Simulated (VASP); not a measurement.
Calculation: PW91 GGA, VASP's PBE PAW potentials (set 64) (plane waves; VASP 6.6.1).

The input files of a VASP run:

INCAR:
```
SYSTEM = TiO2
PREC = Accurate
ENCUT = 520
EDIFF = 1E-6
NELM = 100
ALGO = Normal
LREAL = .FALSE.
LASPH = .TRUE.
ISMEAR = 0
SIGMA = 0.05
GGA = 91
LMAXMIX = 4
LWAVE = .FALSE.
LCHARG = .FALSE.
IBRION = 2
ISIF = 3
NSW = 60
EDIFFG = -0.02
```

File KPOINTS:
```
Automatic mesh
0
Gamma
7 7 7
0 0 0
```

POSCAR:
```
TiO2
1
   -1.9060971281     1.9060971281     4.8063657447
    1.9060971281    -1.9060971281     4.8063657447
    1.9060971281     1.9060971281    -4.8063657447
Ti O
2 4
Direct
  0.7500000000   0.2500000000   0.5000000000
  0.0000000000   0.0000000000   0.0000000000
  0.5420089310   0.0420089310   0.5000000000
  0.7920089310   0.7920089310   0.0000000000
  0.2079910690   0.2079910690   0.0000000000
  0.9579910690   0.4579910690   0.5000000000
```

POTCAR, in this order: Ti_sv O (PBE.64 set). Program: vasp_std.

Output

OSZICAR:
```
       N       E                     dE             d eps       ncg     rms          rms(c)
DAV:   1     0.687527460608E+03    0.68753E+03   -0.25107E+04  2240   0.198E+03
DAV:   2     0.453764571512E+02   -0.64215E+03   -0.62276E+03  2500   0.574E+02
DAV:   3    -0.663949708419E+02   -0.11177E+03   -0.10931E+03  3428   0.215E+02
DAV:   4    -0.715949936290E+02   -0.52000E+01   -0.51947E+01  3080   0.490E+01
DAV:   5    -0.718324555776E+02   -0.23746E+00   -0.23741E+00  3168   0.846E+00    0.322E+01
DAV:   6    -0.548150232910E+02    0.17017E+02   -0.12485E+02  2916   0.104E+02    0.124E+01
DAV:   7    -0.542681256952E+02    0.54690E+00   -0.19052E+01  2912   0.342E+01    0.794E+00
DAV:   8    -0.542898344071E+02   -0.21709E-01   -0.44638E+00  2864   0.196E+01    0.396E+00
DAV:   9    -0.541258746536E+02    0.16396E+00   -0.14654E+00  2996   0.105E+01    0.104E+00
DAV:  10    -0.541375372682E+02   -0.11663E-01   -0.88845E-02  2608   0.246E+00    0.289E-01
DAV:  11    -0.541361667116E+02    0.13706E-02   -0.87595E-03  2868   0.652E-01    0.791E-02
DAV:  12    -0.541363212727E+02   -0.15456E-03   -0.78925E-04  3136   0.224E-01    0.810E-02
DAV:  13    -0.541362736474E+02    0.47625E-04   -0.31866E-04  3160   0.145E-01    0.136E-02
DAV:  14    -0.541362769783E+02   -0.33310E-05   -0.13729E-05  2780   0.258E-02    0.429E-03
DAV:  15    -0.541362774619E+02   -0.48362E-06   -0.98222E-07  1592   0.911E-03
   1 F= -.54136277E+02 E0= -.54136277E+02  d E =-.541363E+02
       N       E                     dE             d eps       ncg     rms          rms(c)
DAV:   1    -0.541377502518E+02   -0.14733E-02   -0.15716E-01  2296   0.362E+00    0.271E-01
DAV:   2    -0.541373196146E+02    0.43064E-03   -0.75237E-03  2720   0.730E-01    0.147E-01
DAV:   3    -0.541369560637E+02    0.36355E-03   -0.17764E-03  2916   0.345E-01    0.474E-02
DAV:   4    -0.541369466612E+02    0.94025E-05   -0.28483E-04  3128   0.107E-01    0.335E-02
DAV:   5    -0.541369463003E+02    0.36091E-06   -0.16848E-05  3004   0.440E-02    0.181E-02
DAV:   6    -0.541369482761E+02   -0.19758E-05   -0.11247E-05  3648   0.242E-02    0.675E-03
DAV:   7    -0.541369484582E+02   -0.18212E-06   -0.10067E-06  1504   0.104E-02
   2 F= -.54136948E+02 E0= -.54136948E+02  d E =-.670996E-03
       N       E                     dE             d eps       ncg     rms          rms(c)
DAV:   1    -0.541448243074E+02   -0.78760E-02   -0.13839E+00  2240   0.108E+01    0.801E-01
DAV:   2    -0.541410348730E+02    0.37894E-02   -0.66196E-02  2636   0.217E+00    0.434E-01
DAV:   3    -0.541378728644E+02    0.31620E-02   -0.15859E-02  2792   0.102E+00    0.142E-01
DAV:   4    -0.541377695633E+02    0.10330E-03   -0.26138E-03  3168   0.324E-01    0.102E-01
DAV:   5    -0.541377707246E+02   -0.11613E-05   -0.14824E-04  2872   0.131E-01    0.549E-02
DAV:   6    -0.541377933903E+02   -0.22666E-04   -0.99677E-05  3712   0.738E-02    0.189E-02
DAV:   7    -0.541377963857E+02   -0.29954E-05   -0.98243E-06  2604   0.278E-02    0.593E-03
DAV:   8    -0.541377966971E+02   -0.31147E-06   -0.13184E-06  1652   0.102E-02
   3 F= -.54137797E+02 E0= -.54137797E+02  d E =-.151924E-02
       N       E                     dE             d eps       ncg     rms          rms(c)
DAV:   1    -0.541381113081E+02   -0.31492E-03   -0.34114E-02  2244   0.157E+00    0.935E-02
DAV:   2    -0.541381104949E+02    0.81319E-06   -0.13227E-03  2816   0.295E-01    0.482E-02
DAV:   3    -0.541380745722E+02    0.35923E-04   -0.13817E-04  2936   0.930E-02    0.144E-02
DAV:   4    -0.541380730224E+02    0.15498E-05   -0.27707E-05  3492   0.389E-02    0.945E-03
DAV:   5    -0.541380730579E+02   -0.35497E-07   -0.32247E-06  2060   0.170E-02
   4 F= -.54138073E+02 E0= -.54138073E+02  d E =-.276361E-03
       N       E                     dE             d eps       ncg     rms          rms(c)
DAV:   1    -0.541388974505E+02   -0.82443E-03   -0.30698E-01  2240   0.471E+00    0.280E-01
DAV:   2    -0.541388897726E+02    0.76779E-05   -0.11828E-02  2784   0.882E-01    0.144E-01
DAV:   3    -0.541385649477E+02    0.32482E-03   -0.12166E-03  2916   0.279E-01    0.402E-02
DAV:   4    -0.541385550764E+02    0.98713E-05   -0.22560E-04  3484   0.107E-01    0.282E-02
DAV:   5    -0.541385543987E+02    0.67771E-06   -0.28954E-05  3012   0.496E-02    0.148E-02
DAV:   6    -0.541385567434E+02   -0.23447E-05   -0.61119E-06  2660   0.205E-02    0.392E-03
DAV:   7    -0.541385568529E+02   -0.10951E-06   -0.74339E-07  1312   0.722E-03
   5 F= -.54138557E+02 E0= -.54138557E+02  d E =-.760156E-03
```

### OUTCAR
```
------------------------ aborting loop because EDIFF is reached ----------------------------------------
  FORCE on cell =-STRESS in cart. coord.  units (eV):
  Direction    XX          YY          ZZ          XY          YZ          ZX
  --------------------------------------------------------------------------------------
  Total       -0.0903244     -0.0903244     -0.0741987      0.0000000     -0.0000000      0.0000000
  in kB       -2.0633491     -2.0633491     -1.6949760      0.0000000     -0.0000000      0.0000000
  external PRESSURE =      -1.9405581 kB  Pullay stress =       0.0000000 kB
  volume of cell :       70.14
      direct lattice vectors                 reciprocal lattice vectors
    -1.901602526  1.901602526  4.848905048     0.000000000  0.262936125  0.103116063
     1.901602526 -1.901602526  4.848905048     0.262936125  0.000000000  0.103116063
     1.901602526  1.901602526 -4.848905048     0.262936125  0.262936125  0.000000000
 POSITION                                       TOTAL-FORCE (eV/Angst)
 -----------------------------------------------------------------------------------
      0.00000      1.90160      2.42445         0.000000      0.000000      0.000000
      0.00000      0.00000      0.00000         0.000000      0.000000      0.000000
      0.00000      1.90160      0.42026         0.000000      0.000000      0.008289
      0.00000      0.00000      7.69362        -0.000000     -0.000000      0.008289
      0.00000      0.00000      2.00419        -0.000000     -0.000000     -0.008289
      0.00000      1.90160      4.42864         0.000000      0.000000     -0.008289
 -----------------------------------------------------------------------------------
    total drift:                               -0.000000     -0.000000      0.000000
  FREE ENERGIE OF THE ION-ELECTRON SYSTEM (eV)
  ---------------------------------------------------
  free  energy   TOTEN  =       -54.1385568529 eV

  energy  without entropy=      -54.1385568529  energy(sigma->0) =      -54.13855685

 reached required accuracy - stopping structural energy minimisation
```
(Selected blocks of OUTCAR.)

### CONTCAR
```
TiO2
   1.00000000000000
    -1.9016025263493670    1.9016025263493670    4.8489050483036147
     1.9016025263493670   -1.9016025263493670    4.8489050483036147
     1.9016025263493670    1.9016025263493670   -4.8489050483036147
  Ti              O
     2     4
Direct
     0.7500000000000000    0.2500000000000000    0.5000000000000000
     0.0000000000000000    0.0000000000000000    0.0000000000000000
     0.5433358059598761    0.0433358059598761    0.5000000000000000
     0.7933358059598761    0.7933358059598761    0.0000000000000000
     0.2066641940401239    0.2066641940401239    0.0000000000000000
     0.9566641940401239    0.4566641940401239    0.5000000000000000
```

OUTCAR:
```
 val. band max:        3.0500519531   @ k =  -0.4286   0.4286   0.0000

 cond. band min:       5.1250641189   @ k =   0.0000   0.0000   0.0000


 Fermi energy:         3.3759789563

 k-point     1 :       0.0000    0.0000    0.0000
  band No.  band energies     occupation
      1     -53.2720      2.00000
      2     -53.2206      2.00000
      3     -29.8124      2.00000
      4     -29.5946      2.00000
      5     -29.5946      2.00000
      6     -29.5334      2.00000
      7     -29.5334      2.00000
      8     -29.4633      2.00000
      9     -14.4469      2.00000
     10     -13.4378      2.00000
     11     -13.3678      2.00000
     12     -12.9864      2.00000
     13      -0.8190      2.00000
     14      -0.7226      2.00000
     15      -0.7226      2.00000
     16      -0.3200      2.00000
     17       1.0590      2.00000
     18       1.0590      2.00000
     19       1.0896      2.00000
     20       2.2460      2.00000
     21       2.2460      2.00000
     22       2.2587      2.00000
     23       2.6253      2.00000
     24       2.6253      2.00000
     25       5.1251      0.00000
     26       5.7893      0.00000
     27       6.9615      0.00000
     28       6.9624      0.00000

 k-point     2 :       0.1429    0.0000   -0.0000
  band No.  band energies     occupation
      1     -53.2697      2.00000
      2     -53.2221      2.00000
      3     -29.8072      2.00000
      4     -29.6174      2.00000
      5     -29.5962      2.00000
      6     -29.5430      2.00000
      7     -29.5307      2.00000
      8     -29.4646      2.00000
      9     -14.3452      2.00000
     10     -13.3880      2.00000
     11     -13.3352      2.00000
     12     -12.9689      2.00000
     13      -1.0140      2.00000
     14      -0.8127      2.00000
     15      -0.7051      2.00000
     16      -0.3299      2.00000
     17       0.9604      2.00000
     18       1.0301      2.00000
     19       1.2136      2.00000
     20       1.8350      2.00000
...
```

The compound is TiO2 in the anatase structure, one of several forms; rutile is the usual stable one. This run relaxes it. Symmetry was kept, so distortions that lower it aren't found. The start is the result of an earlier pass.
